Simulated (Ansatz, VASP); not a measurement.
# GaF: VASP beside Ansatz

```
Ga F
1.0
     0.00000    2.85333    2.85333
     2.85333    0.00000    2.85333
     2.85333    2.85333    0.00000
Ga F
1 1
Direct
  0.25000 0.25000 0.25000
  0.00000 0.00000 0.00000
```

Change from the starting cell: species swapped into the ZnTe type (F-43m, No. 216).

Alike in both runs: functional PBE; k mesh 6 × 6 × 6; occupations gaussian, width 0.1 eV; no spin polarisation.

Ansatz relaxed the structure, and its values are those at the end. VASP's run is a single point on that final structure, the one shown.

|  | VASP | Ansatz |
| --- | --- | --- |
| version | VASP 6.6.1 | Ansatz 0.2.0 |
| potentials or method | VASP PAW PBE potentials, release 64 (Ga_d, F) | scalar-relativistic, plane waves, PAW |
| plane-wave cutoff (eV) | 520 | 420 |
| valence electrons in the cell | 20 | 20 |

|  | VASP | Ansatz | Ansatz less VASP |
| --- | --- | --- | --- |
| gap on the k mesh at the Fermi level (eV) | 2.30 | 2.31 | +0.004 |
| least direct gap on the mesh (eV) | 2.31 | 2.31 | +0.004 |
| pressure (GPa) | -0.2 | -0.2 | +0.04 |

With one functional, cell and mesh, what is left measures potentials, basis and numerics.

A k mesh can miss the band edges.
